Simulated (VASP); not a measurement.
Energy against volume of BN (wurtzite). Calculation: PBE GGA with D3 dispersion (zero damping), VASP's PBE PAW potentials (set 64) (plane waves; VASP). Run with 520 eV cut-off, 10×10×5 Γ-centred mesh, Gaussian smearing of 0.050 eV, potentials B N.

Shape and ions are relaxed at each volume.

| V (Å³/atom) | E (eV/atom) |
|---|---|
| 5.746 | -8.83747 |
| 5.924 | -8.84435 |
| 6.102 | -8.83859 |
| 6.279 | -8.82183 |

Task: Fit these four points and predict the energy of the run at 5.568 Å³/atom.

Result: A cubic in V^(−2/3), the third-order Birch-Murnaghan form, passes through the four points with V0 = 5.93 Å³/atom and B0 = 377 GPa, and gives -8.8163 eV/atom there. The run gave -8.8161 eV/atom, +0.2 meV/atom from the fit; all five points give B0 = 378 GPa.

The compound is BN in the wurtzite structure, a metastable high-pressure form. It was relaxed first.
